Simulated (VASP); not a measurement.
These are PBEsol GGA, VASP's PBE PAW potentials (set 64) (plane waves; VASP) values and carry that method's errors.

VASP ran on this input.

### KPOINTS
```
Automatic mesh
0
Gamma
 10 10 10
0 0 0
```

### POSCAR
```
Au
1
    0.0000000000     3.0085405984     3.0085405984
    3.0085405984     0.0000000000     3.0085405984
    3.0085405984     3.0085405984     0.0000000000
Au
2
Direct
  0.7500000000   0.7500000000   0.7500000000
  0.5000000000   0.5000000000   0.5000000000
```

**INCAR**
```
# general
SYSTEM  = Au
PREC    = Accurate
ENCUT   = 400
LREAL   = .FALSE.
LASPH   = .TRUE.

# electronic loop
EDIFF   = 1E-6
NELM    = 100
ALGO    = Normal
LMAXMIX = 6

# smearing
ISMEAR  = 1
SIGMA   = 0.1

# functional
GGA     = PS

# ions
IBRION  = 2
NSW     = 60
ISIF    = 3
EDIFFG  = -0.01

# output
LWAVE   = .FALSE.
LCHARG  = .FALSE.
```

POTCAR, in this order: Au (PBE.64 set). Program: vasp_std.

Problem. What will the output report for the number of irreducible k-points (NKPTS), number of bands (NBANDS), largest plane-wave count, number of space-group operations, FFT grid (NGX, NGY, NGZ)?

Solution. 
The number of irreducible k-points (NKPTS) comes out as 47 and the number of bands (NBANDS) is 15. The largest plane-wave count is 999 and the number of space-group operations is 48. The FFT grid (NGX, NGY, NGZ) comes out as 28 × 28 × 28.

The structure was generated: Au was put into the diamond type (Fd-3m), which need not be its known phase. This run relaxes it. Symmetry was kept, so distortions that lower it aren't found. The start is the result of an earlier pass.
